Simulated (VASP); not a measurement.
All values below come from PBE GGA, VASP's PBE PAW potentials (set 64) (plane waves; VASP).

The input files of a VASP run:

File KPOINTS:
```
Automatic mesh
0
Gamma
1 1 1
0 0 0
```

**POSCAR**
```
In32P31
1
   11.9995217332     0.0000000000     0.0000000000
    0.0000000000    11.9995217332    -0.0000000000
   -0.0000000000    -0.0000000000    11.9995217332
In P
32 31
Direct
  0.5000000000   0.0000000000   0.0000000000
  0.7500000000   0.2500000000   0.0000000000
  0.7500000000   0.0000000000   0.2500000000
  0.0000000000   0.0000000000   0.0000000000
  0.2500000000   0.2500000000   0.0000000000
  0.5000000000   0.5000000000   0.0000000000
  0.7500000000   0.7500000000   0.0000000000
  0.2500000000   0.0000000000   0.2500000000
  0.5017240000   0.2541880000   0.2511650000
  0.7458970000   0.4969300000   0.2512380000
  0.5000000000   0.0000000000   0.5000000000
  0.7542140000   0.2465940000   0.5025270000
  0.7500000000   0.0000000000   0.7500000000
  0.0000000000   0.5000000000   0.0000000000
  0.2500000000   0.7500000000   0.0000000000
  0.0000000000   0.2500000000   0.2500000000
  0.2500000000   0.5000000000   0.2500000000
  0.5000000000   0.7500000000   0.2500000000
  0.0000000000   0.0000000000   0.5000000000
  0.2500000000   0.2500000000   0.5000000000
  0.5030200000   0.4958310000   0.4968020000
  0.7500000000   0.7500000000   0.5000000000
  0.2500000000   0.0000000000   0.7500000000
  0.5000000000   0.2500000000   0.7500000000
  0.7500000000   0.5000000000   0.7500000000
  0.0000000000   0.7500000000   0.2500000000
  0.0000000000   0.5000000000   0.5000000000
  0.2500000000   0.7500000000   0.5000000000
  0.0000000000   0.2500000000   0.7500000000
  0.2500000000   0.5000000000   0.7500000000
  0.5000000000   0.7500000000   0.7500000000
  0.0000000000   0.7500000000   0.7500000000
  0.6250000000   0.1250000000   0.1250000000
  0.8750000000   0.3750000000   0.1250000000
  0.8750000000   0.1250000000   0.3750000000
  0.1250000000   0.1250000000   0.1250000000
  0.3750000000   0.3750000000   0.1250000000
  0.6250000000   0.6250000000   0.1250000000
  0.8750000000   0.8750000000   0.1250000000
  0.3750000000   0.1250000000   0.3750000000
  0.8750000000   0.6250000000   0.3750000000
  0.6250000000   0.1250000000   0.6250000000
  0.8750000000   0.3750000000   0.6250000000
  0.8750000000   0.1250000000   0.8750000000
  0.1250000000   0.6250000000   0.1250000000
  0.3750000000   0.8750000000   0.1250000000
  0.1250000000   0.3750000000   0.3750000000
  0.3750000000   0.6250000000   0.3750000000
  0.6250000000   0.8750000000   0.3750000000
  0.1250000000   0.1250000000   0.6250000000
  0.3750000000   0.3750000000   0.6250000000
  0.6250000000   0.6250000000   0.6250000000
  0.8750000000   0.8750000000   0.6250000000
  0.3750000000   0.1250000000   0.8750000000
  0.6250000000   0.3750000000   0.8750000000
  0.8750000000   0.6250000000   0.8750000000
  0.1250000000   0.8750000000   0.3750000000
  0.1250000000   0.6250000000   0.6250000000
  0.3750000000   0.8750000000   0.6250000000
  0.1250000000   0.3750000000   0.8750000000
  0.3750000000   0.6250000000   0.8750000000
  0.6250000000   0.8750000000   0.8750000000
  0.1250000000   0.8750000000   0.8750000000
```

### INCAR
```
SYSTEM = In32P31
PREC = Normal
ENCUT = 400
EDIFF = 1E-5
NELM = 100
ALGO = Fast
LREAL = Auto
LASPH = .TRUE.
ISMEAR = 0
SIGMA = 0.05
GGA = PE
LMAXMIX = 4
LWAVE = .TRUE.
LCHARG = .FALSE.
NELMIN = 4
ISYM = 0
NELECT = 250.0
IBRION = 2
ISIF = 2
NSW = 60
EDIFFG = -0.03
```

POTCAR, in this order: In P (PBE.64 set). Program: vasp_gam.

The cell is charged, with a uniform compensating background. The supercell is sampled at Γ alone, which is coarse: total energies, pressure and levels can be off, energies of defects by several tenths of an eV.

What does the run give for the energy per atom (σ→0)?

```
Property                        Value
---------------------  --------------
energy per atom (σ→0)  -4.135 eV/atom
```

OSZICAR:
```
...
RMM:   4    -0.260484626584E+03    0.14853E-06   -0.13413E-06   129   0.218E-03
  16 F= -.26048463E+03 E0= -.26048463E+03  d E =-.608840E-03
       N       E                     dE             d eps       ncg     rms          rms(c)
DAV:   1    -0.260484855895E+03   -0.22916E-03   -0.20266E-02   324   0.253E-01    0.883E-02
RMM:   2    -0.260484960756E+03   -0.10486E-03   -0.14602E-03   314   0.790E-02    0.224E-02
RMM:   3    -0.260484984113E+03   -0.23357E-04   -0.30845E-04   340   0.369E-02    0.184E-02
RMM:   4    -0.260484979527E+03    0.45862E-05   -0.41292E-05   254   0.150E-02
  17 F= -.26048498E+03 E0= -.26048498E+03  d E =-.352943E-03
```

The cell is a supercell with a defect, built from InP (zinc blende): vac_P, charge +1. The run is not spin-polarised, so no state with unpaired spins was tried.
